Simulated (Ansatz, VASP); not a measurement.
## B2O: VASP beside Ansatz

One calculation is typed for both programs; each brings its own data sets. How far apart do they land? The cell is generated by rule, not measured, and may not be a known phase. Of the first pair: The two relaxations start from unlike cells of this crystal (the structure described is Ansatz's start), so only their ends are compared.

Calculated with Ansatz 0.2.0; plane waves, with VASP 6.6.1 beside it; PBEsol.

## (1) The starting structure

The structure is cubic, space group Fm-3m (No. 225). The conventional cell has a = 3.860 Å, b = 3.860 Å, c = 3.860 Å, α = 90.00°, β = 90.00°, γ = 90.00°. Nearest to B lie 4 O at 1.67 Å and 6 B at 1.93 Å. Nearest to O lie 8 B at 1.67 Å. Farther neighbours and most contacts between anions are not listed.

As a file:

```cif
data_structure
_symmetry_space_group_name_H-M 'Fm-3m'
_symmetry_Int_Tables_number 225
_cell_length_a 3.8596
_cell_length_b 3.8596
_cell_length_c 3.8596
_cell_angle_alpha 90.000
_cell_angle_beta 90.000
_cell_angle_gamma 90.000
_cell_volume 57.49
loop_
_atom_site_label
_atom_site_type_symbol
_atom_site_symmetry_multiplicity
_atom_site_Wyckoff_symbol
_atom_site_fract_x
_atom_site_fract_y
_atom_site_fract_z
_atom_site_occupancy
B1 B 8 c 0.25000 0.75000 0.75000 1
O1 O 4 a 0.00000 0.00000 0.00000 1
```

## (2) VASP: relaxation of cell and atoms, PBEsol, pair 1

The relaxed volume is the usual yardstick between codes: in a stiff, nearly cubic crystal its relative difference is about their pressure difference at one cell divided by the bulk modulus.

Lines of VASP's logs that name or quote its potential files are left out, and so is its time.

File INCAR:

```
SYSTEM = B2O
PREC = Accurate
ENCUT = 600
EDIFF = 1E-07
NELM = 120
ISMEAR = 0
SIGMA = 0.1
LREAL = .FALSE.
ALGO = Normal
GGA = PS
NBANDS = 12
LORBIT = 11
LWAVE = .FALSE.
LCHARG = .FALSE.
ISIF = 3
IBRION = 2
NSW = 80
EDIFFG = -0.005
LASPH = .TRUE.
GGA_COMPAT = .FALSE.
NELMIN = 4
KPAR = 2
```

File POSCAR:

```
B2O
1.0
    0.0000000000      2.3800083535      2.3800083535
    2.3800083535      0.0000000000      2.3800083535
    2.3800083535      2.3800083535      0.0000000000
B O
2 1
Direct
    0.2500000000      0.2500000000      0.2500000000
    0.7500000000      0.7500000000      0.7500000000
    0.0000000000      0.0000000000      0.0000000000
```

File KPOINTS:

```
Automatic mesh
0
Gamma
8 8 8
0 0 0
```

PAW data sets: B and O (PBE family, release 64).

On the command line:

```bash
mpirun -np 2 vasp_std
```

Numbers of over 12 decimals in the logs are rounded to 6 here.

Output:

```text
[banner, memory and clock lines left out]
running    2 mpi-ranks, on    1 nodes
 distrk:  each k-point on    1 cores,    2 groups
 distr:  one band on    1 cores,    1 groups

 POSCAR found type information on POSCAR B O
 POSCAR found :  2 types and       3 ions
|                                                                             |
|               ----> ADVICE to this user running VASP <----                  |
|                                                                             |
|     You enforced a specific xc type in the INCAR file but a different       |
|     [... a line on the potential file left out ...]
|     I HOPE YOU KNOW WHAT YOU ARE DOING!                                     |
|                                                                             |

 LDA part: xc-table for (Slater+PW92), standard interpolation
 POSCAR, INCAR and KPOINTS ok, starting setup
 FFT: planning ... GRIDC
 FFT: planning ... GRID_SOFT
 FFT: planning ... GRID
 WAVECAR not read
 entering main loop
       N       E                     dE             d eps       ncg     rms          rms(c)
DAV:   1     0.236362540300E+02    0.23636E+02   -0.64601E+03   696   0.104E+03
DAV:   2    -0.113964872516E+02   -0.35033E+02   -0.32636E+02   876   0.163E+02
DAV:   3    -0.127562708473E+02   -0.13598E+01   -0.13309E+01   816   0.271E+01
DAV:   4    -0.127641253999E+02   -0.78546E-02   -0.78375E-02   708   0.197E+00
DAV:   5    -0.127641470837E+02   -0.21684E-04   -0.21684E-04   764   0.100E-01    0.356E+00
DAV:   6    -0.126760044339E+02    0.88143E-01   -0.35629E+00   708   0.114E+01    0.341E+00
DAV:   7    -0.125286199484E+02    0.14738E+00   -0.78738E-01   732   0.553E+00    0.676E-01
DAV:   8    -0.125266558165E+02    0.19641E-02   -0.40821E-02   700   0.176E+00    0.210E-01
DAV:   9    -0.125262408475E+02    0.41497E-03   -0.53805E-04   724   0.201E-01    0.916E-02
DAV:  10    -0.125261651971E+02    0.75650E-04   -0.33695E-04   700   0.162E-01    0.227E-02
DAV:  11    -0.125261584327E+02    0.67643E-05   -0.16153E-05   728   0.323E-02    0.344E-03
DAV:  12    -0.125261582076E+02    0.22514E-06   -0.10627E-06   740   0.735E-03    0.739E-04
DAV:  13    -0.125261581534E+02    0.54224E-07   -0.37577E-08   348   0.147E-03
   1 F= -.12526158E+02 E0= -.12520340E+02  d E =-.125262E+02
 curvature:   0.00 expect dE= 0.000E+00 dE for cont linesearch  0.000E+00
 trial: gam= 0.00000 g(F)=  0.771E-47 g(S)=  0.247E-01 ort = 0.000E+00 (trialstep = 0.100E+01)
 search vector abs. value=  0.247E-01
 bond charge predicted
       N       E                     dE             d eps       ncg     rms          rms(c)
DAV:   1    -0.126427144254E+02   -0.11656E+00   -0.15212E+00   716   0.103E+01    0.276E+00
DAV:   2    -0.126193911758E+02    0.23323E-01   -0.17028E+00   724   0.804E+00    0.211E+00
DAV:   3    -0.125419475687E+02    0.77444E-01   -0.39099E-01   752   0.393E+00    0.231E-01
DAV:   4    -0.125412793479E+02    0.66822E-03   -0.87234E-03   696   0.822E-01    0.115E-01
DAV:   5    -0.125411048525E+02    0.17450E-03   -0.55887E-04   756   0.158E-01    0.174E-02
DAV:   6    -0.125411024564E+02    0.23960E-05   -0.13198E-05   700   0.329E-02    0.581E-03
DAV:   7    -0.125411014396E+02    0.10169E-05   -0.16035E-06   688   0.891E-03    0.131E-03
DAV:   8    -0.125411014146E+02    0.24942E-07   -0.25767E-08   348   0.152E-03
   2 F= -.12541101E+02 E0= -.12535695E+02  d E =-.149433E-01
 trial-energy change:   -0.014943  1 .order   -0.015104   -0.024736   -0.005472
 step:   1.3039(harm=  1.2841)  dis= 0.00000  next Energy=   -12.541928 (dE=-0.158E-01)
 bond charge predicted
       N       E                     dE             d eps       ncg     rms          rms(c)
DAV:   1    -0.125512893156E+02   -0.10188E-01   -0.14123E-01   716   0.314E+00    0.834E-01
DAV:   2    -0.125489732099E+02    0.23161E-02   -0.15482E-01   728   0.240E+00    0.619E-01
DAV:   3    -0.125420176921E+02    0.69555E-02   -0.34698E-02   752   0.119E+00    0.708E-02
DAV:   4    -0.125419491903E+02    0.68502E-04   -0.87136E-04   696   0.249E-01    0.390E-02
DAV:   5    -0.125419291968E+02    0.19994E-04   -0.69315E-05   760   0.527E-02    0.629E-03
DAV:   6    -0.125419286000E+02    0.59678E-06   -0.23821E-06   688   0.133E-02    0.151E-03
DAV:   7    -0.125419283722E+02    0.22786E-06   -0.11773E-07   348   0.248E-03    0.348E-04
DAV:   8    -0.125419283541E+02    0.18103E-07   -0.60025E-09   348   0.780E-04
   3 F= -.12541928E+02 E0= -.12536603E+02  d E =-.157702E-01
 curvature:  -0.64 expect dE=-0.773E-08 dE for cont linesearch -0.773E-08
 trial: gam= 0.00000 g(F)=  0.274E-49 g(S)=  0.121E-07 ort =-0.173E-04 (trialstep = 0.106E+01)
 search vector abs. value=  0.122E-07
 reached required accuracy - stopping structural energy minimisation
```

OUTCAR, selected parts (step 2):

```text
ion  position               nearest neighbor table
   1  0.250  0.250  0.250-   3 2.06   3 2.06   3 2.06   3 2.06
   2  0.750  0.750  0.750-   3 2.06   3 2.06   3 2.06   3 2.06
   3  0.000  0.000  0.000-   2 2.06   2 2.06   2 2.06   1 2.06   2 2.06   1 2.06   1 2.06   1 2.06

  LATTYP: Found a face centered cubic cell.
 ALAT       =     4.7600167070

 Subroutine GETGRP returns: Found 48 space group operations
 (whereof 48 operations were pure point group operations)

The static configuration has the point symmetry O_h .

 Found     29 irreducible k-points:

   k-points           NKPTS =     29   k-points in BZ     NKDIM =     29   number of bands    NBANDS=     12

   dimension x,y,z NGX =    28 NGY =   28 NGZ =   28
   dimension x,y,z NGXF=    56 NGYF=   56 NGZF=   56

   ENCUT  =  600.0 eV  44.10 Ry    6.64 a.u.   6.72  6.72  6.72*2*pi/ulx,y,z

   NELECT =      12.0000    total number of electrons

 k-points in reciprocal lattice and weights: Automatic mesh
   0.00000000  0.00000000  0.00000000       0.002
   0.12500000  0.00000000  0.00000000       0.016
   0.25000000  0.00000000  0.00000000       0.016
   0.37500000  0.00000000  0.00000000       0.016
   0.50000000  0.00000000  0.00000000       0.008
   0.12500000  0.12500000  0.00000000       0.012
   0.25000000  0.12500000  0.00000000       0.047
   0.37500000  0.12500000  0.00000000       0.047
   0.50000000  0.12500000  0.00000000       0.047
[...]
-0.37500000  0.50000000  0.12500000       0.023
  -0.25000000  0.50000000  0.25000000       0.012

 average (electrostatic) potential at core
       1 -29.8846       2 -29.8846       3 -72.9800

 E-fermi :   5.2379

 k-point     1 :       0.0000    0.0000    0.0000
  band No.  band energies     occupation
    ...
      4      -0.3466      2.00000
      5      -0.3466      2.00000
      6       4.8570      2.00000
      7       4.8570      2.00000
      8       4.8570      2.00000
      9       7.6139      0.00000
     10      11.3472      0.00000
     11      11.3472      0.00000
     12      11.3472      0.00000

 k-point     2 :       0.1250    0.0000    0.0000
  band No.  band energies     occupation
    ...
      4      -0.4873      2.00000
      5       0.0936      2.00000
      6       4.5075      2.00000
      7       5.1268      1.88366
      8       5.1268      1.88366
      9       8.3998      0.00000
     10      10.8472      0.00000
     11      10.8472      0.00000
     12      11.2957      0.00000

 k-point     3 :       0.2500    0.0000    0.0000
  band No.  band energies     occupation
    ...
      2      -4.2061      2.00000
      3      -0.7780      2.00000
      4      -0.7780      2.00000
      5       0.3668      2.00000
      6       4.6242      2.00000
      7       5.6675      0.00000
      8       5.6675      0.00000
      9       9.2265      0.00000
     10      10.0895      0.00000
     11      10.0895      0.00000
    ...

  Total       -0.0005010     -0.0005010     -0.0005010      0.0000000      0.0000000      0.0000000
  in kB       -0.0284659     -0.0284659     -0.0284659      0.0000000      0.0000000      0.0000000
  external PRESSURE =      -0.0284659 kB  Pullay stress =       0.0000000 kB

  energy-cutoff  :      600.00
  volume of cell :       28.20
      direct lattice vectors                 reciprocal lattice vectors
     0.000000000  2.415743237  2.415743237    -0.206975639  0.206975639  0.206975639
     2.415743237  0.000000000  2.415743237     0.206975639 -0.206975639  0.206975639
     2.415743237  2.415743237  0.000000000     0.206975639  0.206975639 -0.206975639

 POSITION                                       TOTAL-FORCE (eV/Angst)
 -----------------------------------------------------------------------------------
      1.20787      1.20787      1.20787        -0.000000      0.000000      0.000000
      3.62361      3.62361      3.62361        -0.000000      0.000000     -0.000000
      0.00000      0.00000      0.00000         0.000000     -0.000000      0.000000
 -----------------------------------------------------------------------------------
    total drift:                               -0.000000     -0.000000      0.000000

  FREE ENERGIE OF THE ION-ELECTRON SYSTEM (eV)
  ---------------------------------------------------
  free  energy   TOTEN  =       -12.5419283541 eV

  energy  without entropy=      -12.5312775354  energy(sigma->0) =      -12.53660294

 reached required accuracy - stopping structural energy minimisation

 total charge
# of ion       s       p       d       tot
------------------------------------------
    1        0.841   0.564   0.000   1.406
    2        0.841   0.564   0.000   1.406
    3        1.672   3.099   0.000   4.771
--------------------------------------------------
tot          3.354   4.228   0.000   7.582

[... 3 further parts left out ...]
```

CONTCAR:

```
B2O
   1.00000000000000
     0.0000000000000000    2.4157432372210832    2.4157432372210832
     2.4157432372210832    0.0000000000000000    2.4157432372210832
     2.4157432372210832    2.4157432372210832    0.0000000000000000
  B               O
     2     1
Direct
     0.2500000000000000    0.2500000000000000    0.2500000000000000
     0.7500000000000000    0.7500000000000000    0.7500000000000000
     0.0000000000000000    0.0000000000000000    0.0000000000000000
```

The PAW data sets were made with PBE, which is usual practice but a small mismatch for other functionals. The run keeps the 48 symmetry operations of its start, so it cannot find a distortion of lower symmetry.

## (3) Ansatz: relaxation of cell and atoms, PBEsol, pair 1

Ansatz runs on its default PAW (the set named soft_2) files.

Its own start cell and the same functional, mesh and smearing now go to Ansatz, which takes its cutoff from its data sets.

File input.yaml:

```yaml
crystal:
  lattice:
    - [0.0, 1.92978, 1.92978]
    - [1.92978, 0.0, 1.92978]
    - [1.92978, 1.92978, 0.0]
  atoms:
    - { symbol: B, position: [0.25, 0.25, 0.25] }
    - { symbol: B, position: [0.75, 0.75, 0.75] }
    - { symbol: O, position: [0.0, 0.0, 0.0] }
kpoints:
  mp_grid: { grid: [8, 8, 8] }
hamiltonian:
  xc: pbesol
scf:
  occupations: { method: gaussian, width: 0.1 }
output:
  forces: true
  stress: true
  eigenvalues: true
relax:
  adjacent_minimum: "off"
  f_tol: 0.05
  max_steps: 80
  cell: { stress_tol: 0.5 }
```

On the command line:

```bash
ansatz run input.yaml --threads 4 --pin off --max-ram 7168MiB --backend cpu --events-out ev --progress --plain --runs-dir out
```

Output:

```text
The last accepted step is kept in <dir> (removed where the run ends without a failure and the disk answers)
Engine: ansatz 0.2.0, aarch64-unknown-linux-gnu
Pseudopotentials: kind: paw
Pseudopotential: B, paw, valence charge 3, recommended cutoff 420 eV (normal), B.paw.azcp
Pseudopotential: O, paw, valence charge 6, recommended cutoff 420 eV (normal), O.paw.azcp
Functional definition: PBEsol
  exchange = pbesol_x
  correlation = pbesol_c
Crystal: 3 atoms, lattice volume = 14.373 Å³
Basis set: ecut = 420 eV, 283 PW (Γ), exchange–correlation on 40×40×40 points (8 copies of the dense FFT grid, shifted against one another)
Bands: 10, of which v1, the nominal top of the filled ones, is band 6 counted from 1 (5 counted from 0)
Symmetry: 48 space group operations
Space group: Fm-3m (ITA 225), of the structure as read, at distance tolerance 2.4e-5 Å
k-points: 29 of 512
Non-local potential: B, projectors of the file, l = 0: 2, l = 1: 2, l = 2: 1
Non-local potential: O, projectors of the file, l = 0: 2, l = 1: 2, l = 2: 1
PAW form: soft (Blöchl's): semilocal exchange-correlation on the pseudo side does not see the compensation charge
PAW frozen core: B, regenerated for the run's functional, and the local potential with it (the file was generated under x = pbe(κ = 0.804, μ = 0.219515), c = pbe(β = 0.066725))
PAW frozen core: O, regenerated for the run's functional, and the local potential with it (the file was generated under x = pbe(κ = 0.804, μ = 0.219515), c = pbe(β = 0.066725))
PAW one-centre angular grid: B, 110 points (default); XC on 64 Gauss nodes
PAW one-centre angular grid: O, 110 points (default); XC on 64 Gauss nodes
Initial density: superposition of atomic densities (neutral atoms: chi_scale 0, normalization atom), corrected by the library's trained network
Initial wavefunctions: pseudopotential atomic-orbital guess
Functional: x = pbesol(κ = 0.804, μ = 0.123457), c = pbesol(β = 0.046)
SCF iter   1: F=—  HF=-852.145895 eV  |F-HF|=—  |Δ(HF+E_count)|=         —  Δρ=7.32e-2  dr2=6.50e-1  ethr=1.77e-3  ⟨swp⟩=4.8  Hψ=1673  notcnv=0
preconditioner: auto → none  [metal: Δε(μ)=0.078 eV  Ē_g=16.728 eV  σ=0.100 eV  W_gap=0.42  n_scr=0 (ndim 8)  ℏωp=33.9 eV  f_vac=0.000  D(μ)=1.48/eV (n_scr^D=14)]
SCF iter   2: F=—  HF=-851.986446 eV  |F-HF|=—  |Δ(HF+E_count)|=   1.59e-1  Δρ=2.77e-2  dr2=1.03e-1  ethr=1.77e-3  ⟨swp⟩=2.0  Hψ=625  notcnv=0  defer=3
SCF iter   3: F=—  HF=-851.954955 eV  |F-HF|=—  |Δ(HF+E_count)|=   3.15e-2  Δρ=3.15e-3  dr2=7.91e-4  ethr=8.62e-4  ⟨swp⟩=2.7  Hψ=513  notcnv=0  defer=3
SCF iter   4: F=—  HF=-851.954720 eV  |F-HF|=—  |Δ(HF+E_count)|=   2.35e-4  Δρ=3.18e-4  dr2=1.05e-5  ethr=6.60e-6  ⟨swp⟩=2.2  Hψ=424  notcnv=0  defer=3
SCF iter   5: F=—  HF=-851.954718 eV  |F-HF|=—  |Δ(HF+E_count)|=   1.56e-6  Δρ=2.27e-5  dr2=3.19e-8  ethr=8.79e-8  ⟨swp⟩=2.3  Hψ=425  notcnv=0  defer=3
SCF iter   6: F=-851.954718 eV  HF=-851.954718 eV  |F-HF|=1.81e-11  |Δ(HF+E_count)|=   3.95e-9  Δρ=8.81e-7  dr2=5.77e-11  ethr=2.66e-10  ⟨swp⟩=3.1  Hψ=1087  notcnv=0
SCF 1 converged in 6 iterations: F = -851.954718 eV  dr2 = 5.77e-11
  greatest PAW one-centre occupation: 0.925 electrons in one spin orbital (limit 2), on the O atom at site 2 (counted from 0), in its partial waves of l = 0
relax step   1: F+E_penalty+E_count = -851.95471826 eV  Δ(F+E_penalty+E_count) = +0.000e0 eV  max|allowed force component| = 2.220e-16 eV/Å  Δτ_max = 0.0000 Å  P = +209.046 GPa  Ω = 14.373 Å³  (6 SCF iters, dr2 threshold 1.00e-7 eV, accepted)
[...]
relax step   8: F+E_penalty+E_count = -856.79765001 eV  Δ(F+E_penalty+E_count) = -1.857e-1 eV  max|allowed force component| = 2.498e-16 eV/Å  Δτ_max = 0.0000 Å  P = +5.887 GPa  Ω = 26.577 Å³  energy of the carried Pulay correction = -1.486e-2 eV  (6 SCF iters, dr2 threshold 3.00e-7 eV, accepted)
[...]
relax step   9: F+E_penalty+E_count = -856.76621613 eV  Δ(F+E_penalty+E_count) = +3.143e-2 eV  max|allowed force component| = 3.084e-16 eV/Å  Δτ_max = 0.0000 Å  P = -5.786 GPa  Ω = 29.752 Å³  energy of the carried Pulay correction = -3.888e-2 eV  (6 SCF iters, dr2 threshold 3.00e-7 eV, rejected (line search))
[...]
relax step  10: F+E_penalty+E_count = -856.81115066 eV  Δ(F+E_penalty+E_count) = -1.350e-2 eV  max|allowed force component| = 3.978e-16 eV/Å  Δτ_max = 0.0000 Å  P = -0.325 GPa  Ω = 28.089 Å³  energy of the carried Pulay correction = -2.684e-2 eV  (6 SCF iters, accepted)
[...]
relax step  11: F+E_penalty+E_count = -856.84228959 eV  Δ(F+E_penalty+E_count) = -3.114e-2 eV  max|allowed force component| = 3.176e-16 eV/Å  Δτ_max = 0.0000 Å  P = +0.468 GPa  Ω = 28.089 Å³  stress off target by 4.68e-1 GPa  SCF on the basis re-selected at this cell (its energy is not comparable with the rows above)  (6 SCF iters)
basis re-selected at this cell: Δ(F+E_penalty+E_count) = -3.114e-2 eV, ΔP = +0.793 GPa vs the last step (what re-selecting the basis moved, of the pressure what is left beyond the Pulay correction that the steps carried, after the strain that the cell walked since its last selection, with what the two solves' SCF thresholds leave and, on support functions, any second-order correction that the steps lacked; it is no m [...]
SCF converged after 6 iterations
Free energy (F): -856.842290 eV
Harris-Foulkes:  -856.842290 eV  (|F-HF|=4.55e-13)
Internal energy: -856.831603 eV  (E = F + TS)
E sigma→0 (E₀):  -856.836946 eV
Entropy (-TS):   -0.010687 eV (-3.562 meV/atom)
Fermi energy:    7.727623 eV
--- Per-component energies (eV) ---
  E_band       = -6.268337
  E_kinetic    = 244.833017
  E_local      = -399.102319  (includes V_loc(G=0)·N_el)
  E_nonlocal   = 78.595086
  E_hartree    = 134.257490
  E_xc         = -130.299418
  E_vxc        = -161.257648  (∫ρ·V_xc dr)
  E_paw        = -300.349964  (= ΣΔE_a)
  E_vpaw       = -37.853581  (= ΣTr[D̂ρ^β])
  E_aug_tail   = 0.002139  (compensation charges beyond the density's cutoff)
  E_ewald      = -484.832344
  E_core_change = 0.064710  (= ΣΔE_core)
  E_smearing   = -0.010687  (= −TS)
  E_closure    = 0.000000  (closes the sum)
  Σ components = -856.842290   (vs F -856.842290, Δ=0.00e0)
--- Forces (eV/Å), atoms counted from 1 ---
  atom   1  B      0.00000000    -0.00000000    -0.00000000
  atom   2  B      0.00000000     0.00000000     0.00000000
  atom   3  O      0.00000000    -0.00000000     0.00000000
  max |Σ_I F_I| component: 1.57e-16 eV/Å
--- Stress (GPa, compression-positive) ---
        0.467812       0.000000      -0.000000
        0.000000       0.467812      -0.000000
       -0.000000      -0.000000       0.467812
  P = ⅓ Tr σ = 0.4678 GPa (4.678 kbar)
--- Band table (eV; the first three rows and the last of 29) ---
  k-point 0: bands = ["-13.6580", "0.2782", "2.1217", "2.1217", "2.1217", "7.3430", "7.3430", "7.3430", "10.1244", "13.8456"]
  k-point 1: bands = ["-13.5609", "-0.4850", "1.9807", "1.9807", "2.5706", "6.9975", "7.6136", "7.6136", "10.9070", "13.3449"]
  k-point 2: bands = ["-13.3109", "-1.7396", "1.6889", "1.6889", "2.8514", "7.1168", "8.1553", "8.1553", "11.7293", "12.5864"]
  k-point 28: bands = ["-12.6681", "-1.6702", "-1.6702", "-0.4707", "6.9150", "7.3506", "7.3506", "7.6675", "11.6550", "11.6550"]
--- Relaxed structure (9 steps of the walk, 8 accepted, 2 SCFs on fresh bases) ---
  F+E_penalty+E_count = -856.84228959 eV   max|allowed force component| = 3.176e-16 eV/Å   (the final SCF, on the basis selected at the relaxed cell)
  cell:  # Å, volume = 28.0885 Å³
    - [0, 2.412679, 2.412679]
    - [2.412679, 0, 2.412679]
    - [2.412679, 2.412679, 0]
  atoms:
    - { symbol: B, position: [0.25, 0.25, 0.25] }
    - { symbol: B, position: [0.750000, 0.750000, 0.750000] }
    - { symbol: O, position: [0, 0, 0] }
```

The column dr2 measures how far the density is from self-consistency, as an energy; F and HF (Harris–Foulkes) agree once it is small.

## (4) Differences

Known differences besides the potentials themselves: the cutoff is 420 eV in Ansatz and 600 eV in VASP; Ansatz makes its cores anew for this functional, VASP keeps those of its PBE data sets; Ansatz adds a Pulay correction to the stress that steers its cell, VASP none. Total energies have different zeros and are not compared.

The two programs side by side:

```csv
quantity,Ansatz,VASP,difference
volume (Å³),28.09,28.20,-0.38 %
"edge a after relaxation, in the typed setting (Å)",3.412,3.416,-0.13 %
```

(Part 1 of 2 ends here.)

[Lines on the potential files, build, host, timing and source positions are cut from VASP's logs without a mark.]

[Logs are printed without paths, hosts, clocks, repeated set-up lines and the standing remarks that a program may print on its own settings, such as how far it seeks lower states.]

[Hosts, paths, dates, database ids (printed as entryN), source tags and the programs' standing remarks are cut or masked in the printed files.]
